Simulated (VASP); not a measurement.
An input for Ansatz (written as the equivalent of a VASP run, and not itself run):

Ansatz 0.2 input:
```yaml
crystal:
  lattice:
    - [3.8348409, 0.0000000, 0.0000000]
    - [0.0000000, 3.8348409, 0.0000000]
    - [0.0000000, 0.0000000, 3.8348409]
  atoms:
    - { symbol: Sr, position: [0.0000000, 0.0000000, 0.0000000] }
    - { symbol: Ti, position: [0.5000000, 0.5000000, 0.5000000] }
    - { symbol: O, position: [0.5000000, 0.0000000, 0.5000000] }
    - { symbol: O, position: [0.0000000, 0.5000000, 0.5000000] }
    - { symbol: O, position: [0.5000000, 0.5000000, 0.0000000] }
kpoints:
  mp_grid: { grid: [6, 6, 6] }
hamiltonian:
  xc: pbe
  dispersion: d3bj
  pseudopotentials: { kind: paw }
scf:
  occupations: { method: gaussian, width: 0.05 }
  max_iter: 100
output: { forces: true, stress: true, eigenvalues: true }
```

Q: Translate this input to VASP (INCAR, KPOINTS, POSCAR, choice of POTCAR).

A: One answer among several that fit: 
POSCAR:
```
SrTiO3
1
    3.8348408521     0.0000000000     0.0000000000
    0.0000000000     3.8348408521     0.0000000000
    0.0000000000     0.0000000000     3.8348408521
Sr Ti O
1 1 3
Direct
  0.0000000000   0.0000000000   0.0000000000
  0.5000000000   0.5000000000   0.5000000000
  0.5000000000   0.0000000000   0.5000000000
  0.0000000000   0.5000000000   0.5000000000
  0.5000000000   0.5000000000   0.0000000000
```

### KPOINTS
```
Automatic mesh
0
Gamma
6 6 6
0 0 0
```

INCAR:
```
# general
SYSTEM   =  SrTiO3
PREC     =  Accurate
ENCUT    =  520
LREAL    =  .FALSE.
LASPH    =  .TRUE.

# electronic loop
EDIFF    =  1E-7
NELM     =  100
ALGO     =  Normal
LMAXMIX  =  4

# smearing
ISMEAR   =  0
SIGMA    =  0.05

# functional
GGA      =  PE
IVDW     =  12

# ions
ISIF     =  2

# output
LWAVE    =  .FALSE.
LCHARG   =  .FALSE.
```

POTCAR, in this order: Sr_sv Ti_sv O (PBE.64 set). Program: vasp_std.

The two are equivalent in intent, not identical: each code has its own PAW files, so the cut-off isn't converted (ENCUT is set for VASP's; basis.ecutwfc is left out, and Ansatz then takes the one that its files recommend); Ansatz stops its SCF on the density residual and VASP on the energy change (EDIFF).

The compound is SrTiO3 in the cubic perovskite structure, the ideal cubic form; the compound distorts at low or room temperature. This cell is one point of a volume scan, at 0.94 of the reference volume.
